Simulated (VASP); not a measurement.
Input for VASP

INCAR:
```
LMAXMIX = 6   # l cut-off of mixed one-centre charges
LREAL = .FALSE.   # projection in real space or not
PREC = Accurate
ISIF = 2   # forces and stress, cell fixed
NELM = 100   # most electronic steps
LWAVE = .FALSE.
ENCUT = 300   # plane-wave cut-off (eV)
ISMEAR = 0
ALGO = Normal
SIGMA = 0.136   # width (eV)
LASPH = .TRUE.
SYSTEM = LaPb3
LCHARG = .FALSE.
EDIFF = 1E-6   # SCF stop (eV)
```

File POSCAR:
```
LaPb3
1
    4.9295160000     0.0000000000     0.0000000000
    0.0000000000     4.9295160000     0.0000000000
    0.0000000000     0.0000000000     4.9295160000
La Pb
1 3
Direct
  0.0000000000   0.0000000000   0.0000000000
  0.0000000000   0.5000000000   0.5000000000
  0.5000000000   0.0000000000   0.5000000000
  0.5000000000   0.5000000000   0.0000000000
```

### KPOINTS
```
K-points
0
G
 7 7 7
```

POTCAR, in this order: La Pb_d (LDA.64 set). Program: vasp_std.

**Question.** Translate this LDA calculation to Ansatz.

**Answer.** One equivalent input (not run):
Ansatz 0.2 input:
```yaml
crystal:
  lattice:
    - [4.9295160, 0.0000000, 0.0000000]
    - [0.0000000, 4.9295160, 0.0000000]
    - [0.0000000, 0.0000000, 4.9295160]
  atoms:
    - { symbol: La, position: [0.0000000, 0.0000000, 0.0000000] }
    - { symbol: Pb, position: [0.0000000, 0.5000000, 0.5000000] }
    - { symbol: Pb, position: [0.5000000, 0.0000000, 0.5000000] }
    - { symbol: Pb, position: [0.5000000, 0.5000000, 0.0000000] }
kpoints:
  mp_grid: { grid: [7, 7, 7] }
hamiltonian:
  xc: lda
  pseudopotentials: { kind: paw }
scf:
  occupations: { method: gaussian, width: 0.136 }
  max_iter: 100
output: { forces: true, stress: true, eigenvalues: true }
```
Limits of the translation: each code has its own PAW files, so the cut-off isn't converted (ENCUT is set for VASP's; basis.ecutwfc is left out, and Ansatz then takes the one that its files recommend); Ansatz stops its SCF on the density residual and VASP on the energy change (EDIFF); Ansatz's lda is the Perdew-Wang form, while the LDA potentials of VASP carry Perdew-Zunger's.

The structure comes from a computed database's LaPb3 entry; how it stands against other phases isn't given here. The cell was not relaxed at this level.
